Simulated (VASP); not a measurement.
Energy against volume of LiH (rock salt). Level of theory: revPBE GGA, VASP's PBE PAW potentials (set 64) (plane waves; VASP). Run with 520 eV cut-off, 11×11×11 Γ-centred mesh, Gaussian smearing of 0.050 eV, potentials Li_sv H.

```tsv
V (Å³/atom)	E (eV/atom)
7.833	-3.00019
8.083	-3.00317
8.333	-3.00434
8.583	-3.00389
```

Q: Fit these four points and predict the energy of the run at 8.833 Å³/atom.

A: A cubic in V^(−2/3), the third-order Birch-Murnaghan form, passes through the four points with V0 = 8.38 Å³/atom and B0 = 34 GPa, and gives -3.0020 eV/atom there. The run gave -3.0021 eV/atom, -0.1 meV/atom from the fit; all five points give B0 = 33 GPa.

The compound is LiH in the rock salt structure. It was relaxed first.
